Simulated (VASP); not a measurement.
Data:

```xyz
5
Lattice="4.0724 0.0000 0.0000 0.0000 4.0724 0.0000 0.0000 0.0000 4.0724" Properties=species:S:1:pos:R:3 pbc="T T T"
K      0.0000     0.0000     0.0000
Ta     2.0362     2.0362     2.0362
O      2.0362     0.0000     2.0362
O      0.0000     2.0362     2.0362
O      2.0362     2.0362     0.0000
```

The numbers are results of MS2 meta-GGA, VASP's PBE PAW potentials (set 64) (plane waves; VASP), not measurements. Run with 520 eV cut-off, 6×6×6 Γ-centred mesh, Gaussian smearing of 0.050 eV, potentials K_sv Ta_pv O.

**Question.** Give the stress tensor in GPa (positive for a compressed cell).

**Answer.** 
```
-10.60    0.00    0.00
  0.00  -10.60    0.00
  0.00    0.00  -10.60
```
The pressure is its mean diagonal, -10.60 GPa.

The compound is KTaO3 in the cubic perovskite structure. This cell is one point of a volume scan, at 1.06 of the reference volume.
